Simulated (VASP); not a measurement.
```
AgBr
1.0
    0.00000     2.91477     2.91477
    2.91477     0.00000     2.91477
    2.91477     2.91477     0.00000
Ag Br
1 1
Direct
  0.00000   0.00000   0.00000
  0.50000   0.50000   0.50000
```

The numbers are results of PBE GGA, VASP's PBE PAW potentials (set 64) (plane waves; VASP 6.6.1), not measurements. Settings: 400 eV cut-off, 7×7×7 Γ-centred mesh, Gaussian smearing of 0.050 eV, potentials Ag Br.

Q: Estimate the energy per atom (σ→0).

A: 
The energy per atom (σ→0) is -2.500 eV/atom.

The compound is AgBr in the rock salt structure. It was relaxed first. The start is the result of an earlier pass.
